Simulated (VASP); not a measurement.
Consider the following.

```xyz
1
Lattice="0.0000 1.9576 1.9576 1.9576 0.0000 1.9576 1.9576 1.9576 0.0000" Properties=species:S:1:pos:R:3 pbc="T T T"
Pt     0.0000     0.0000     0.0000
```

Method: PBEsol GGA, VASP's PBE PAW potentials (set 64) (plane waves; VASP). Numerical set-up: 520 eV cut-off, 16×16×16 Γ-centred mesh, first-order Methfessel-Paxton smearing of 0.10 eV, potentials Pt.

Unless said otherwise, spin-orbit coupling is left out, though it shifts the bands of the heavy elements here.

Question: What does the run give for the energy per atom (σ→0), band gap (on the k-mesh) with the smallest direct gap where there is one?

Answer: 
- band gap (on the k-mesh): none (metal, semimetal or under 0.01 eV)
- energy per atom (σ→0): -6.962 eV/atom

Only differences to runs with the same potentials and settings are physical.

The compound is Pt in the fcc structure. It was relaxed first.
